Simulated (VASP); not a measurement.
## Al2Cu (Khatyrkite): Cu into a neighbouring Cu vacancy

How hard is this move in Al2Cu (Khatyrkite): Cu into a neighbouring Cu vacancy? Both ends are relaxed first, then a band of images between them. The start is a cell from a database of measured crystal structures.

Method: PBEsol; plane waves and PAW (Cu, Al), in VASP 6.6.1.

This is a report of a sequence of runs, with most program output left out.

## 1. The host crystal

The structure is tetragonal, space group I4/mcm (No. 140). Conventional cell: a = 6.067 Å, b = 6.067 Å, c = 4.877 Å, α = 90.00°, β = 90.00°, γ = 90.00°. Nearest to Cu lie 2 Cu at 2.44 Å and 8 Al at 2.59 Å. Nearest to Al lie 4 Cu at 2.59 Å and 1 Al at 2.71 Å. Farther neighbours are not listed.

Coordinates:

```cif
data_structure
_symmetry_space_group_name_H-M 'I4/mcm'
_symmetry_Int_Tables_number 140
_cell_length_a 6.0670
_cell_length_b 6.0670
_cell_length_c 4.8770
_cell_angle_alpha 90.000
_cell_angle_beta 90.000
_cell_angle_gamma 90.000
_cell_volume 179.52
loop_
_atom_site_label
_atom_site_type_symbol
_atom_site_symmetry_multiplicity
_atom_site_Wyckoff_symbol
_atom_site_fract_x
_atom_site_fract_y
_atom_site_fract_z
_atom_site_occupancy
Cu1 Cu 4 a 0.00000 0.00000 0.75000 1
Al1 Al 8 h 0.15810 0.34190 0.50000 1
```

## 2. Relax the host

First cell and atoms are relaxed at a raised cutoff, so that later runs start from this functional's own cell.

File INCAR:

```
SYSTEM = Al2Cu
PREC = Accurate
ENCUT = 390
EDIFF = 1E-06
NELM = 120
ISMEAR = 1
SIGMA = 0.15
LREAL = .FALSE.
ALGO = Normal
GGA = PS
NBANDS = 23
LASPH = .TRUE.
LORBIT = 11
LWAVE = .FALSE.
LCHARG = .FALSE.
KPAR = 3
IBRION = 2
NSW = 40
ISIF = 3
EDIFFG = -0.02
POTIM = 0.4
```

File POSCAR:

```
Al2Cu
1.0
   -3.0335000000      3.0335000000      2.4385000000
    3.0335000000     -3.0335000000      2.4385000000
    3.0335000000      3.0335000000     -2.4385000000
Cu Al
2 4
Direct
    0.2500000000      0.2500000000      0.0000000000
    0.7500000000      0.7500000000      0.0000000000
    0.3419000000      0.1581000000      0.5000000000
    0.8419000000      0.3419000000      0.1838000000
    0.6581000000      0.8419000000      0.5000000000
    0.1581000000      0.6581000000      0.8162000000
```

File KPOINTS:

```
Automatic mesh
0
Gamma
6 6 6
0 0 0
```

PAW data sets: Cu and Al (PBE family, release 64).

Run with:

```
$ mpirun -np 3 vasp_std
```

Wall time 32 s (3 MPI ranks of Intel Xeon 6975P-C (Granite Rapids), shared host); peak memory 0.58 GiB; 94 s of CPU time.

The k-mesh is coarse for a metal. The PAW data sets were made with PBE, which is usual practice but a small mismatch for other functionals. The run keeps the 16 symmetry operations of its start, so it cannot find a distortion of lower symmetry.

Step by step:

```
step  energy less that of the first step (eV)  largest force (eV/Å)  pressure (GPa)  volume (Å³)
   1                                   0.0000                0.0878           -3.53        89.76
   2                                  -0.0401                0.0661            0.39        86.37
   3                                  -0.0402                0.0675            0.23        86.52
   4                                  -0.0402                0.0680            0.12        86.59
   5                                  -0.0421                0.0597            0.09        86.66
   6                                  -0.0428                0.0492            0.00        86.75
   7                                  -0.0432                0.0211           -0.11        86.77
   8                                  -0.0433                0.0015           -0.11        86.79
```

```
conventional cell, symmetrised  before  after  change
                         a (Å)   6.067  5.968  -1.6 %
                         b (Å)   6.067  5.968  -1.6 %
                         c (Å)   4.877  4.873  -0.1 %
              volume (Å³/atom)   14.96  14.47  -3.3 %
```

The atoms that moved most (Å, as changes of fractional coordinates times the final cell):

```
atom      dx      dy     dz  length
 Al4  -0.010  -0.010  0.000   0.015
 Al3   0.010  -0.010  0.000   0.015
 Al5  -0.010   0.010  0.000   0.015
 Al6   0.010   0.010  0.000   0.015
```

Final coordinates:

```cif
data_structure
_symmetry_space_group_name_H-M 'P 1'
_symmetry_Int_Tables_number 1
_cell_length_a 4.8731
_cell_length_b 4.8731
_cell_length_c 4.8731
_cell_angle_alpha 104.478
_cell_angle_beta 104.478
_cell_angle_gamma 120.000
_cell_volume 86.79
loop_
_atom_site_label
_atom_site_type_symbol
_atom_site_fract_x
_atom_site_fract_y
_atom_site_fract_z
_atom_site_occupancy
Cu1 Cu 0.25000 0.25000 0.00000 1
Cu2 Cu 0.75000 0.75000 0.00000 1
Al3 Al 0.34018 0.15982 0.50000 1
Al4 Al 0.84018 0.34018 0.18035 1
Al5 Al 0.65982 0.84018 0.50000 1
Al6 Al 0.15982 0.65982 0.81965 1
```

Numbers from this step:

- electronic cycles: 61
- electrons: 34
- free energy (TOTEN): -26.08 eV
- energy at zero smearing: -26.08 eV
- Fermi energy: 8.080 eV
- labelled metallic, from the levels on this mesh: yes

The run ended after 8 ionic steps, 0.043 eV below its first step, once forces and stress met EDIFFG = -0.02.

## 3. Relax the start

System of this step: Khatyrkite. The cell holds 23 atoms: 7 Cu and 16 Al. Cell: a = 5.968 Å, b = 5.968 Å, c = 9.746 Å, α = 90.0°, β = 90.0°, γ = 90.0°. It derives from Al2Cu (Khatyrkite). Nearest the centre at fractional (0.000, 0.000, 0.250): Cu4 at 1.23 Å, Al22 at 2.23 Å, Al12 at 2.24 Å, Al16 at 2.25 Å, Al10 at 2.25 Å, Al9 at 3.27 Å, Al21 at 3.30 Å, Al18 at 3.30 Å.

A path needs two true minima; the start is relaxed with symmetry off.

File INCAR:

```
SYSTEM = Al16Cu7
PREC = Normal
ENCUT = 300
EDIFF = 1E-05
NELM = 120
ISMEAR = 1
SIGMA = 0.15
LREAL = Auto
ALGO = Fast
GGA = PS
NBANDS = 85
LASPH = .TRUE.
LORBIT = 11
LWAVE = .FALSE.
LCHARG = .FALSE.
NCORE = 3
IBRION = 2
NSW = 60
ISIF = 2
EDIFFG = -0.05
POTIM = 0.4
MAXMIX = 40
ISYM = 0
```

File POSCAR:

```
Al16Cu7
1.0
    5.9683186920      0.0000000000      0.0000000000
    0.0000000000      5.9683186920      0.0000000000
    0.0000000000      0.0000000000      9.7463058428
Cu Al
7 16
Direct
    0.0011580621      0.0027532650      0.6256780766
    0.4956330843      0.5030338724      0.3759159872
    0.4982006549      0.5019473427      0.8757481243
    0.0009856461      0.0000952437      0.3761218876
   -0.0024678779     -0.0005459157      0.8740106625
    0.5020067501      0.5001331099      0.6243998613
    0.4973798032      0.4991381417      0.1250167082
    0.1589006048      0.3445122857      0.0020658582
    0.1507389777      0.3338457070      0.4996413573
    0.6584093860      0.8408917659      0.2504459575
    0.6669210936      0.8364494302      0.7492251320
    0.8470212261      0.3423429618      0.2513606455
    0.8384533928      0.3346530971      0.7503436476
    0.3405411515      0.8360629518      0.4985979782
    0.3399344219      0.8370099536     -0.0002016558
    0.3404958085      0.1599434082      0.2489610594
    0.3421655084      0.1628104827      0.7506583998
    0.8374339303      0.6622759446      0.4989710152
    0.8431219337      0.6562325686      0.0018765412
    0.6597569245      0.1556395658     -0.0006441404
    0.6600054559      0.1607382890      0.4979844915
    0.1561133202      0.6604929710      0.2490422020
    0.1606133435      0.6623693285      0.7466165901
```

File KPOINTS:

```
Automatic mesh
0
Monkhorst-Pack
3 3 2
0 0 0
```

Run with:

```
$ mpirun -np 3 vasp_std
```

Elapsed: 95 s, on 3 MPI ranks; peak memory 0.42 GiB.

This run has no spin polarisation. Its electron count is odd, so without a moment it is a metal by construction.

Step by step:

```
step  energy less that of the first step (eV)  largest force (eV/Å)
   1                                   0.0000                0.5027
   2                                  -0.0766                0.3213
   3                                  -0.1392                0.1761
   4                                  -0.1404                0.2186
   5                                  -0.1551                0.1068
   6                                  -0.1617                0.1190
   7                                  -0.1614                0.1403
   8                                  -0.1660                0.0436
```

The atoms that moved most (Å):

```
atom      dx      dy      dz  length
Al12  -0.031  -0.055  -0.044   0.077
 Al8  -0.004  -0.072   0.009   0.072
Al19  -0.008   0.066   0.014   0.068
 Al9   0.044   0.038  -0.025   0.064
Al10   0.048   0.006  -0.038   0.062
Al23  -0.008  -0.016   0.057   0.060
Al16  -0.053  -0.015  -0.022   0.059
Al15  -0.046   0.022   0.030   0.059
```

Final coordinates:

```xyz
23
Lattice="5.9683 0.0000 0.0000 0.0000 5.9683 0.0000 0.0000 0.0000 9.7463" Properties=species:S:1:pos:R:3 pbc="T T T"
Cu    0.0040    0.0005    6.0902
Cu    2.9743    2.9812    3.6522
Cu    2.9824    2.9816    8.5282
Cu   -0.0055    0.0048    3.6202
Cu    0.0007   -0.0028    8.5603
Cu    2.9816    2.9779    6.0891
Cu    2.9860    2.9798    1.2166
Al    0.9441    1.9844    0.0295
Al    0.9441    2.0309    4.8450
Al    3.9777    5.0249    2.4026
Al    3.9509    5.0100    7.3388
Al    5.0242    1.9886    2.4057
Al    5.0157    2.0196    7.3394
Al    2.0243    5.0185    4.8415
Al    1.9829    5.0176    0.0284
Al    1.9793    0.9392    2.4044
Al    2.0318    0.9413    7.3418
Al    5.0065    3.9473    4.8405
Al    5.0243    3.9827    0.0325
Al    3.9788    0.9372    0.0341
Al    3.9433    0.9477    4.8414
Al    0.9428    3.9899    2.3974
Al    0.9503    3.9374    7.3340
```

Numbers from this step:

| Quantity | Value |
| --- | --- |
| electronic cycles | 87 |
| electrons | 125 |
| free energy (TOTEN) | -98.7471 eV |
| energy at zero smearing | -98.7515 eV |
| Fermi energy | 7.768 eV |

The run ended after 8 ionic steps, 0.166 eV below its first step, once the forces on the free atoms met EDIFFG = -0.05.

## 4. Relax the end

The end state is relaxed in the same way, so that both ends share their errors.

INCAR is that of step 3.

File POSCAR:

```
Al16Cu7
1.0
    5.9683186920      0.0000000000      0.0000000000
    0.0000000000      5.9683186920      0.0000000000
    0.0000000000      0.0000000000      9.7463058428
Cu Al
7 16
Direct
    0.0008524616      0.0041038257      0.6243894572
    0.4972829380      0.5025207897      0.3755200873
    0.5030021288      0.4988431727      0.8719592207
   -0.0003686491     -0.0014939824      0.1265910107
    0.0006488690     -0.0054650206      0.8725474542
    0.5029616014      0.5022779113      0.6236861825
    0.4999964855      0.5014931292      0.1259611936
    0.1627604694      0.3410353327     -0.0001945934
    0.1589567507      0.3437136654      0.4953811130
    0.6593595199      0.8402864266      0.2470750991
    0.6609394253      0.8379933817      0.7517697881
    0.8397549798      0.3424181932      0.2525011397
    0.8414590499      0.3372412767      0.7468925280
    0.3460514807      0.8398028991      0.4985870237
    0.3406592518      0.8395344177      0.0017486467
    0.3402895366      0.1598702329      0.2485336399
    0.3417493779      0.1563596419      0.7513664448
    0.8452825988      0.6547148929      0.4949391507
    0.8422430200      0.6683622333     -0.0020539574
    0.6556330418      0.1617978088     -0.0017252108
    0.6581284524      0.1586576065      0.5010917000
    0.1584659783      0.6607553507      0.2496377432
    0.1569936416      0.6587524111      0.7480497233
```

KPOINTS is that of step 3.

Run with:

```
$ mpirun -np 3 vasp_std
```

It took 1.7 min on 3 MPI ranks; peak memory 0.42 GiB; 4.4 min of CPU time.

Relaxation path:

```
step  energy less that of the first step (eV)  largest force (eV/Å)
   1                                   0.0000                0.5206
   2                                  -0.0799                0.3745
   3                                  -0.1488                0.1788
   4                                  -0.1491                0.2092
   5                                  -0.1634                0.1294
   6                                  -0.1690                0.1768
   7                                  -0.1726                0.0738
   8                                  -0.1761                0.0470
```

The atoms that moved most (Å):

```
atom      dx      dy      dz  length
Al18  -0.014   0.080   0.002   0.081
Al14  -0.072   0.016  -0.027   0.079
Al21   0.057  -0.001  -0.048   0.075
 Al9   0.002  -0.072   0.007   0.072
Al10   0.047   0.018   0.051   0.072
Al19  -0.007  -0.044   0.044   0.063
Al11   0.012   0.012  -0.060   0.062
Al12   0.013  -0.057   0.004   0.059
```

The relaxed structure:

```
Cu Al
1.0
     5.96832    0.00000    0.00000
     0.00000    5.96832    0.00000
     0.00000    0.00000    9.74631
Cu Al
7 16
Direct
  0.00115 0.99922 0.62084
  0.50017 0.50084 0.37407
  0.50035 0.49991 0.87403
  0.00001 0.00121 0.12748
  0.00124 0.99981 0.87388
  0.50107 0.49997 0.62392
  0.50002 0.50023 0.12423
  0.15960 0.34010 0.00214
  0.15922 0.33164 0.49608
  0.66729 0.84323 0.25235
  0.66297 0.84005 0.74564
  0.84190 0.33282 0.25289
  0.84124 0.33838 0.74597
  0.33397 0.84248 0.49585
  0.33878 0.84051 0.00220
  0.33308 0.15843 0.25220
  0.34048 0.15903 0.74604
  0.84288 0.66805 0.49518
  0.84110 0.66098 0.00249
  0.66139 0.15912 0.00217
  0.66768 0.15846 0.49616
  0.15750 0.66887 0.25264
  0.16003 0.66025 0.74578
```

This step gave:

```
electronic cycles       : 76
free energy (TOTEN)     : -98.7477 eV
energy at zero smearing : -98.7520 eV
Fermi energy            : 7.769 eV
```

The run ended after 8 ionic steps, 0.176 eV below its first step, once the forces on the free atoms met EDIFFG = -0.05.

[end of part 1 of 2]

[Lines on the potential files, build, host, timing and source positions are cut from VASP's logs without a mark.]

[Logs are printed without paths, hosts, clocks, repeated set-up lines and the standing remarks that a program may print on its own settings, such as how far it seeks lower states.]

[Hosts, paths, dates, database ids (printed as entryN), source tags and the programs' standing remarks are cut or masked in the printed files.]

[Runs that stopped without an error message from VASP are left out.]
